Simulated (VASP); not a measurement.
Here is the system:

```yaml
crystal:
  lattice:
    - [0.00000, 2.83500, 2.83500]
    - [2.83500, 0.00000, 2.83500]
    - [2.83500, 2.83500, 0.00000]
  atoms:
    - { symbol: Zn, position: [0.00000, 0.00000, 0.00000] }
    - { symbol: Se, position: [0.25000, 0.25000, 0.25000] }
```

These are r2SCAN meta-GGA, VASP's PBE PAW potentials (set 64) (plane waves; VASP) values and carry that method's errors. Settings: 520 eV cut-off, 7×7×7 Γ-centred mesh, Gaussian smearing of 0.050 eV, potentials Zn Se.

Question: Predict the energy per atom (σ→0), band gap (on the k-mesh) with the smallest direct gap where there is one.

Answer: 
The band gap (on the k-mesh) comes out as 1.86 eV, the smallest direct gap (on the k-mesh) is 1.86 eV and the energy per atom (σ→0) is -12.454 eV/atom.

The absolute energy has meaning only against runs of the same code, potentials and settings.

The compound is ZnSe in the zinc blende structure. The cell was not relaxed at this level.
